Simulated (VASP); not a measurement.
Level of theory: LDA (Ceperley-Alder, Perdew-Zunger), VASP's LDA PAW potentials (set 64) (plane waves; VASP).

VASP input:

POSCAR:
```
Au
1
    0.0000000000     2.0257911476     2.0257911476
    2.0257911476     0.0000000000     2.0257911476
    2.0257911476     2.0257911476    -0.0000000000
Au
1
Direct
  0.0000000000   0.0000000000   0.0000000000
```

**INCAR**
```
# general
SYSTEM =Au
PREC   =Accurate
ENCUT  =520
LREAL  =.FALSE.   # projection in real space or not
LASPH  =.TRUE.

# electronic loop
EDIFF  =1E-6
NELM   =100
ALGO   =Normal   # blocked Davidson
LMAXMIX=6   # l cut-off of mixed one-centre charges

# smearing
ISMEAR =1
SIGMA  =0.1

# ions
IBRION =2   # conjugate gradients
NSW    =60   # most ionic steps
ISIF   =3   # ions, shape and volume
EDIFFG =-0.01

# output
LWAVE  =.FALSE.
LCHARG =.FALSE.
```

**KPOINTS**
```
Automatic mesh
0
Gamma
14 14 14
0 0 0
```

POTCAR, in this order: Au (LDA.64 set). Program: vasp_std.

The resulting files:

File OSZICAR:
```
       N       E                     dE             d eps       ncg     rms          rms(c)
DAV:   1     0.396519919648E+02    0.39652E+02   -0.58686E+03  2112   0.109E+03
DAV:   2    -0.443549868043E+01   -0.44087E+02   -0.40707E+02  1926   0.197E+02
DAV:   3    -0.476864842554E+01   -0.33315E+00   -0.33277E+00  2232   0.182E+01
DAV:   4    -0.476948895837E+01   -0.84053E-03   -0.84052E-03  2105   0.947E-01
DAV:   5    -0.476949346682E+01   -0.45084E-05   -0.45092E-05  2101   0.687E-02    0.104E+01
DAV:   6    -0.447086252158E+01    0.29863E+00   -0.96503E-01  1913   0.950E+00    0.638E+00
DAV:   7    -0.444635279208E+01    0.24510E-01   -0.85692E-02  2013   0.273E+00    0.290E+00
DAV:   8    -0.444290155261E+01    0.34512E-02   -0.22499E-03  2027   0.597E-01    0.249E-01
DAV:   9    -0.444289969988E+01    0.18527E-05   -0.67055E-06  2061   0.313E-02    0.847E-03
DAV:  10    -0.444290073416E+01   -0.10343E-05   -0.86954E-07  1783   0.903E-03    0.532E-04
DAV:  11    -0.444290073601E+01   -0.18479E-08   -0.21415E-08   958   0.166E-03
   1 F= -.44429007E+01 E0= -.44430171E+01  d E =-.444290E+01
```

File OUTCAR:
```
------------------------ aborting loop because EDIFF is reached ----------------------------------------
  FORCE on cell =-STRESS in cart. coord.  units (eV):
  Direction    XX          YY          ZZ          XY          YZ          ZX
  --------------------------------------------------------------------------------------
  Total       -0.0055847     -0.0055847     -0.0055847      0.0000000      0.0000000     -0.0000000
  in kB       -0.5381373     -0.5381373     -0.5381373      0.0000000      0.0000000     -0.0000000
  external PRESSURE =      -0.5381373 kB  Pullay stress =       0.0000000 kB
  volume of cell :       16.63
      direct lattice vectors                 reciprocal lattice vectors
     0.000000000  2.025791148  2.025791148    -0.246817151  0.246817151  0.246817151
     2.025791148  0.000000000  2.025791148     0.246817151 -0.246817151  0.246817151
     2.025791148  2.025791148  0.000000000     0.246817151  0.246817151 -0.246817151
 POSITION                                       TOTAL-FORCE (eV/Angst)
 -----------------------------------------------------------------------------------
      0.00000      0.00000      0.00000        -0.000000      0.000000     -0.000000
 -----------------------------------------------------------------------------------
    total drift:                               -0.000000      0.000000      0.000000
  FREE ENERGIE OF THE ION-ELECTRON SYSTEM (eV)
  ---------------------------------------------------
  free  energy   TOTEN  =        -4.4429007360 eV

  energy  without entropy=       -4.4432497242  energy(sigma->0) =       -4.44301707

 reached required accuracy - stopping structural energy minimisation
```
(Selected blocks of OUTCAR.)

The compound is Au in the fcc structure. It was relaxed first. The start is the result of an earlier pass.
